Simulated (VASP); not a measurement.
Output of a VASP run:

### OSZICAR
```
...
DAV:   9    -0.169361285962E+02    0.19159E-07   -0.28456E-08   581   0.159E-03
  11 F= -.15447728E+02 E0= -.15447521E+02  d E =-.334464E-02
       N       E                     dE             d eps       ncg     rms          rms(c)
DAV:   1    -0.169382457138E+02   -0.21171E-02   -0.38504E-02  1057   0.148E+00    0.154E-01
DAV:   2    -0.169375931490E+02    0.65256E-03   -0.30135E-03  1246   0.508E-01    0.111E-01
DAV:   3    -0.169374975583E+02    0.95591E-04   -0.33741E-04  1260   0.177E-01    0.399E-02
DAV:   4    -0.169374638394E+02    0.33719E-04   -0.91992E-05  1197   0.679E-02    0.183E-02
DAV:   5    -0.169374615649E+02    0.22745E-05   -0.73680E-06  1330   0.226E-02    0.974E-03
DAV:   6    -0.169374610470E+02    0.51790E-06   -0.13594E-06  1232   0.970E-03    0.333E-03
DAV:   7    -0.169374609672E+02    0.79765E-07   -0.15096E-07   712   0.296E-03
  12 F= -.15447894E+02 E0= -.15447687E+02  d E =-.351111E-02
       N       E                     dE             d eps       ncg     rms          rms(c)
DAV:   1    -0.169429165533E+02   -0.54555E-02   -0.28775E-02  1050   0.150E+00    0.231E-01
DAV:   2    -0.169420039305E+02    0.91262E-03   -0.41994E-03  1106   0.716E-01    0.143E-01
DAV:   3    -0.169418675939E+02    0.13634E-03   -0.28425E-04  1267   0.174E-01    0.552E-02
DAV:   4    -0.169418321758E+02    0.35418E-04   -0.21764E-04  1078   0.924E-02    0.250E-02
DAV:   5    -0.169418314456E+02    0.73028E-06   -0.45209E-06  1302   0.186E-02    0.182E-02
DAV:   6    -0.169418303603E+02    0.10853E-05   -0.15155E-06  1211   0.963E-03    0.221E-03
DAV:   7    -0.169418301773E+02    0.18299E-06   -0.16529E-07   714   0.295E-03    0.643E-04
DAV:   8    -0.169418301534E+02    0.23872E-07   -0.15270E-08   546   0.951E-04
  13 F= -.15447914E+02 E0= -.15447706E+02  d E =-.192817E-04
       N       E                     dE             d eps       ncg     rms          rms(c)
DAV:   1    -0.169401403236E+02    0.16899E-02   -0.56912E-03  1050   0.667E-01    0.103E-01
DAV:   2    -0.169399588520E+02    0.18147E-03   -0.82931E-04  1106   0.317E-01    0.630E-02
DAV:   3    -0.169399321914E+02    0.26661E-04   -0.55963E-05  1267   0.771E-02    0.242E-02
DAV:   4    -0.169399258483E+02    0.63430E-05   -0.42777E-05  1078   0.410E-02    0.110E-02
DAV:   5    -0.169399262907E+02   -0.44235E-06   -0.87749E-07  1302   0.818E-03    0.809E-03
DAV:   6    -0.169399270975E+02   -0.80678E-06   -0.28651E-07   908   0.422E-03    0.996E-04
DAV:   7    -0.169399271787E+02   -0.81256E-07   -0.35557E-08   539   0.146E-03
  14 F= -.15447946E+02 E0= -.15447738E+02  d E =-.512452E-04
       N       E                     dE             d eps       ncg     rms          rms(c)
DAV:   1    -0.169406241842E+02   -0.69709E-03   -0.81943E-03  1050   0.590E-01    0.648E-02
DAV:   2    -0.169406223918E+02    0.17925E-05   -0.42520E-04  1302   0.182E-01    0.340E-02
DAV:   3    -0.169406178475E+02    0.45442E-05   -0.12148E-05  1256   0.333E-02    0.149E-02
DAV:   4    -0.169406162942E+02    0.15533E-05   -0.11660E-05  1162   0.224E-02    0.677E-03
DAV:   5    -0.169406161700E+02    0.12429E-06   -0.67793E-07  1218   0.605E-03    0.360E-03
DAV:   6    -0.169406160607E+02    0.10927E-06   -0.63560E-08   595   0.202E-03    0.190E-03
DAV:   7    -0.169406159446E+02    0.11607E-06   -0.44565E-08   525   0.152E-03    0.519E-04
DAV:   8    -0.169406159517E+02   -0.71170E-08   -0.74837E-09   525   0.810E-04
  15 F= -.15448007E+02 E0= -.15447800E+02  d E =-.617100E-04
```

### OUTCAR
```
------------------------ aborting loop because EDIFF is reached ----------------------------------------
  FORCE on cell =-STRESS in cart. coord.  units (eV):
  Direction    XX          YY          ZZ          XY          YZ          ZX
  --------------------------------------------------------------------------------------
  Total        1.4734908      1.4734909      1.5147802      0.0000000     -0.0000000      0.0000000
  in kB       49.3595861     49.3595900     50.7427169      0.0000000     -0.0000000      0.0000000
  external PRESSURE =      -0.1793690 kB  Pullay stress =      50.0000000 kB
  volume of cell :       47.83
      direct lattice vectors                 reciprocal lattice vectors
     1.777869472 -3.079360377 -0.000000000     0.281235494 -0.162371382  0.000000000
     1.777869472  3.079360377  0.000000000     0.281235494  0.162371382 -0.000000000
     0.000000000  0.000000000  4.368135529     0.000000000 -0.000000000  0.228930626
 POSITION                                       TOTAL-FORCE (eV/Angst)
 -----------------------------------------------------------------------------------
      0.00000     -0.00000      0.00000         0.000000     -0.000000      0.000000
      1.77787      1.02646      1.18499        -0.000000      0.000000     -0.006524
      1.77787     -1.02646      3.18315        -0.000000     -0.000000      0.006524
 -----------------------------------------------------------------------------------
    total drift:                                0.000000     -0.000000      0.000000
  FREE ENERGIE OF THE ION-ELECTRON SYSTEM (eV)
  ---------------------------------------------------
  free  energy   TOTEN  =       -16.9406159517 eV

  energy  without entropy=      -16.9402009480  energy(sigma->0) =      -16.94040845
  enthalpy is  TOTEN    =       -15.4480074460 eV   P V=        1.4926085057

 reached required accuracy - stopping structural energy minimisation
```
(Selected blocks of OUTCAR.)

POSCAR:
```
PtS2
1
    1.7829133278    -3.0880965414    -0.0000000000
    1.7829133278     3.0880965414     0.0000000000
    0.0000000000     0.0000000000     4.8232578607
Pt S
1 2
Direct
  1.0000000000   0.0000000000   0.0000000000
  0.3333330000   0.6666670000   0.2483770636
  0.6666670000   0.3333330000   0.7516229364
```

Problem. Write an INCAR and KPOINTS that could have produced this output.

Solution. This is not unique; one that fits is the input of the run itself, PBEsol GGA, plane waves, VASP's PBE PAW potentials (set 64).

**INCAR**
```
SYSTEM = PtS2
PREC = Accurate
ENCUT = 480
EDIFF = 1E-7
NELM = 100
ALGO = Normal
LREAL = .FALSE.
LASPH = .TRUE.
ISMEAR = 0
SIGMA = 0.05
GGA = PS
LMAXMIX = 6
LWAVE = .FALSE.
LCHARG = .FALSE.
ISIF = 3
IBRION = 2
NSW = 40
EDIFFG = -0.01
PSTRESS = 50
```

**KPOINTS**
```
Automatic mesh
0
Gamma
8 8 4
0 0 0
```

POTCAR, in this order: Pt S (PBE.64 set). Program: vasp_std.

Energy and stress use the plane-wave basis of the starting cell. Without a dispersion term in the relaxation, distances and binding between the weakly bound layers, chains or molecules are unreliable, and so is what depends on them.

The compound is PtS2 in the 1T layered structure. This run relaxes it under an external pressure of 5 GPa. Symmetry was kept, so distortions that lower it aren't found. The k-mesh is coarse (spacing up to 0.36 per Å, 2π included), so the numbers may not be converged in it.
